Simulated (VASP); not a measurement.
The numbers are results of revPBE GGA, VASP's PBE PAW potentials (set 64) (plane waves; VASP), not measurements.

VASP input:

### KPOINTS
```
Automatic mesh
0
Gamma
15 15 15
0 0 0
```

File POSCAR:
```
Al
1
    0.0000000000     1.9853163316     1.9853163316
    1.9853163316     0.0000000000     1.9853163316
    1.9853163316     1.9853163316     0.0000000000
Al
1
Direct
  0.0000000000   0.0000000000   0.0000000000
```

### INCAR
```
EDIFF  =  1E-7   # SCF stop (eV)
ISMEAR  =  1   # Methfessel-Paxton
LWAVE  =  .FALSE.
SIGMA  =  0.1
PREC  =  Accurate
LASPH  =  .TRUE.
LCHARG  =  .FALSE.
GGA  =  RE   # revPBE
SYSTEM  =  Al
LREAL  =  .FALSE.
NELM  =  100
ALGO  =  Normal   # blocked Davidson
ENCUT  =  520   # plane-wave cut-off (eV)
ISIF  =  2   # forces and stress, cell fixed
```

POTCAR, in this order: Al (PBE.64 set). Program: vasp_std.

The resulting files:

File OSZICAR:
```
       N       E                     dE             d eps       ncg     rms          rms(c)
DAV:   1    -0.125520589359E+01   -0.12552E+01   -0.87119E+02  1275   0.328E+02
DAV:   2    -0.353956499835E+01   -0.22844E+01   -0.20245E+01  1555   0.312E+01
DAV:   3    -0.355944721034E+01   -0.19882E-01   -0.19860E-01  1615   0.348E+00
DAV:   4    -0.355950522779E+01   -0.58017E-04   -0.58017E-04  1545   0.180E-01
DAV:   5    -0.355950566196E+01   -0.43417E-06   -0.43458E-06  1620   0.128E-02    0.185E+00
DAV:   6    -0.354672091830E+01    0.12785E-01   -0.12542E-03  1405   0.308E-01    0.107E+00
DAV:   7    -0.353687837049E+01    0.98425E-02   -0.38873E-03  1390   0.498E-01    0.189E-01
DAV:   8    -0.353686709076E+01    0.11280E-04   -0.21979E-05  1595   0.468E-02    0.466E-02
DAV:   9    -0.353686470653E+01    0.23842E-05   -0.11488E-06  1500   0.934E-03    0.108E-03
DAV:  10    -0.353686448745E+01    0.21908E-06   -0.45968E-09  1155   0.765E-04    0.145E-03
DAV:  11    -0.353686434059E+01    0.14686E-06   -0.52575E-10   775   0.219E-04    0.127E-04
DAV:  12    -0.353686435110E+01   -0.10511E-07   -0.60655E-11   720   0.838E-05
   1 F= -.35368644E+01 E0= -.35368771E+01  d E =0.381664E-04
```

**OUTCAR**
```
------------------------ aborting loop because EDIFF is reached ----------------------------------------
  FORCE on cell =-STRESS in cart. coord.  units (eV):
  Direction    XX          YY          ZZ          XY          YZ          ZX
  --------------------------------------------------------------------------------------
  Total        0.5541022      0.5541022      0.5541022      0.0000000     -0.0000000     -0.0000000
  in kB       56.7258925     56.7258925     56.7258925      0.0000000     -0.0000000     -0.0000000
  external PRESSURE =      56.7258925 kB  Pullay stress =       0.0000000 kB
  volume of cell :       15.65
      direct lattice vectors                 reciprocal lattice vectors
     0.000000000  1.985316332  1.985316332    -0.251849034  0.251849034  0.251849034
     1.985316332  0.000000000  1.985316332     0.251849034 -0.251849034  0.251849034
     1.985316332  1.985316332  0.000000000     0.251849034  0.251849034 -0.251849034
 POSITION                                       TOTAL-FORCE (eV/Angst)
 -----------------------------------------------------------------------------------
      0.00000      0.00000      0.00000         0.000000      0.000000     -0.000000
 -----------------------------------------------------------------------------------
    total drift:                               -0.000000      0.000000     -0.000000
  FREE ENERGIE OF THE ION-ELECTRON SYSTEM (eV)
  ---------------------------------------------------
  free  energy   TOTEN  =        -3.5368643511 eV

  energy  without entropy=       -3.5369025175  energy(sigma->0) =       -3.53687707
```
(Selected blocks of OUTCAR.)

The compound is Al in the fcc structure. This cell is one point of a volume scan, at 0.94 of the reference volume.
